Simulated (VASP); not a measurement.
Crystal: NbWS4.

```
Nb W S
1.0
     5.68474    0.00000    0.00000
     0.00000    3.27366    0.00000
    -1.90465    0.00000    6.63182
Nb W S
1 1 4
Direct
  0.99553 0.00000 0.00000
  0.50416 0.50000 0.00013
  0.74909 0.50000 0.76356
  0.90764 0.50000 0.23671
  0.26135 0.00000 0.76838
  0.41644 0.00000 0.23183
```

The cell was built by a generator and needn't be a form met in nature.

Base run:

```yaml
Program: VASP 6.6.1
Functional: PBE
Potentials_or_basis: VASP PAW PBE potentials, release 64 (Nb_sv, W_sv, S)
Cutoff: 520 eV
k_mesh: 6 × 10 × 6
Occupations: gaussian, width 0.1 eV
Spin: no spin polarisation
```

Its results: pressure 0.0 GPa; largest force 0.009 eV/Å.

Task: The run is repeated on the same cell with these changes: functional from PBE to PBEsol. What comes out?

Result: Pressure -3.9 GPa; largest force 0.302 eV/Å.

PBEsol binds more tightly than PBE, so the same cell stands under less pressure.

Caveats: this functional lacks dispersion, which binds the layers, so the pressure and a relaxed spacing across them are unreliable; the PAW data sets were made with another functional, which shifts forces and pressure a little (some runs).
